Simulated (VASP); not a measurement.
An input for Quantum ESPRESSO's pw.x (written as the equivalent of a VASP run, and not itself run):

```
&CONTROL
  calculation = 'vc-relax'
  pseudo_dir = './pseudo'
  outdir = './out'
  tprnfor = .true.
  tstress = .true.
  nstep = 60
  forc_conv_thr = 0.00078
/
&SYSTEM
  ibrav = 0
  nat = 6
  ntyp = 2
  ecutwfc = 84
  occupations = 'smearing'
  smearing = 'gaussian'
  degauss = 0.003675
  input_dft = 'vdw-df2'
/
&ELECTRONS
  conv_thr = 7.3e-08
  electron_maxstep = 100
/
&IONS
/
&CELL
/
ATOMIC_SPECIES
  Ti 47.867 Ti.upf
  O 15.999 O.upf
CELL_PARAMETERS angstrom
    -1.8888267    1.8888267    4.7684149
     1.8888267   -1.8888267    4.7684149
     1.8888267    1.8888267   -4.7684149
ATOMIC_POSITIONS crystal
  Ti   0.7500000  0.2500000  0.5000000
  Ti   1.0000000  1.0000000  1.0000000
  O    0.5418181  0.0418181  0.5000000
  O    0.7918181  0.7918181  0.0000000
  O    0.2081819  0.2081819  1.0000000
  O    0.9581819  0.4581819  0.5000000
K_POINTS automatic
  8 8 8 0 0 0
```

Problem. Translate this input to VASP (INCAR, KPOINTS, POSCAR, choice of POTCAR).

Solution. Several could match; the one computed here: 
File POSCAR:
```
TiO2
1
   -1.8888267328     1.8888267328     4.7684148961
    1.8888267328    -1.8888267328     4.7684148961
    1.8888267328     1.8888267328    -4.7684148961
Ti O
2 4
Direct
  0.7500000000   0.2500000000   0.5000000000
  1.0000000000   1.0000000000   1.0000000000
  0.5418180820   0.0418180820   0.5000000000
  0.7918180820   0.7918180820   0.0000000000
  0.2081819180   0.2081819180   1.0000000000
  0.9581819180   0.4581819180   0.5000000000
```

### KPOINTS
```
Regular mesh
0
gamma
  8 8 8
0 0 0
```

**INCAR**
```
SYSTEM = TiO2
PREC = Accurate
ENCUT = 520
EDIFF = 1E-6
NELM = 100
ALGO = Normal
LREAL = .FALSE.
LASPH = .TRUE.
ISMEAR = 0
SIGMA = 0.05
GGA = ML
ZAB_VDW = -1.8867
LUSE_VDW = .TRUE.
AGGAC = 0.0
LMAXMIX = 4
LWAVE = .FALSE.
LCHARG = .FALSE.
IBRION = 2
ISIF = 3
NSW = 60
EDIFFG = -0.02
```

POTCAR, in this order: Ti_sv O (PBE.64 set). Program: vasp_std.

The two are equivalent in intent, not identical: the potentials are each code's own (VASP's PAW set, PseudoDojo norm-conserving files in pw.x), so ENCUT and ecutwfc are chosen apart and not converted; conv_thr bounds pw.x's estimated SCF error, while EDIFF bounds the energy change between steps; forc_conv_thr acts on force components and is met together with etot_conv_thr.

The compound is TiO2 in the anatase structure, one of several forms; rutile is the usual stable one. This run relaxes it. Symmetry was kept, so distortions that lower it aren't found. The start is the result of an earlier pass.
